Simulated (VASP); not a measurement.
The system is Nb3Tl.

```
Tl Nb
1.0
     5.29700    0.00000    0.00000
     0.00000    5.29700    0.00000
     0.00000    0.00000    5.29700
Tl Nb
2 6
Direct
  0.50000 0.50000 0.50000
  0.00000 0.00000 0.00000
  0.00000 0.50000 0.25000
  0.00000 0.50000 0.75000
  0.50000 0.25000 0.00000
  0.75000 0.00000 0.50000
  0.50000 0.75000 0.00000
  0.25000 0.00000 0.50000
```

```yaml
Program: VASP 6.6.1
Task: single point
Functional: PBE
Potentials_or_basis: VASP PAW PBE potentials, release 64 (Tl_d, Nb_sv)
Cutoff: 520 eV
k_mesh: 5 × 5 × 5
Occupations: fermi-dirac, width 0.05 eV
Spin: no spin polarisation
```

On this cell: pressure 4.4 GPa; largest force zero by symmetry; band gap on the k mesh none (metal or under the smearing width).

The same run follows on a disturbed copy (atoms moved at random, drawn with an rms of 0.05 Å):

```
CELL_PARAMETERS angstrom
5.29700 0.00000 0.00000
0.00000 5.29700 0.00000
0.00000 0.00000 5.29700
ATOMIC_POSITIONS crystal
Tl 0.49007 0.49485 0.49356
Tl 0.00326 0.99959 0.00278
Nb 0.99786 0.50250 0.25267
Nb 0.00478 0.49859 0.74056
Nb 0.49616 0.23546 0.99645
Nb 0.75987 0.99651 0.50607
Nb 0.49180 0.74818 0.99611
Nb 0.24948 0.99631 0.50221
```

What changes?

The energy (extrapolated to zero smearing) moves by +11.6 meV/atom; pressure 4.8 GPa; largest force 0.728 eV/Å; band gap on the k mesh none (metal or under the smearing width).

Forces on the atoms (eV/Å):
```
Tl   0.712  0.057  0.141
Tl  -0.472 -0.002  0.016
Nb  -0.223 -0.145 -0.339
Nb  -0.329 -0.091  0.509
Nb   0.331  0.624 -0.016
Nb  -0.591 -0.068 -0.139
Nb   0.364 -0.337 -0.055
Nb   0.208 -0.040 -0.117
```

Stress tensor (GPa, compression positive):
```
 6.28 -0.14 -0.11
-0.14  3.70 -0.22
-0.11 -0.22  4.56
```
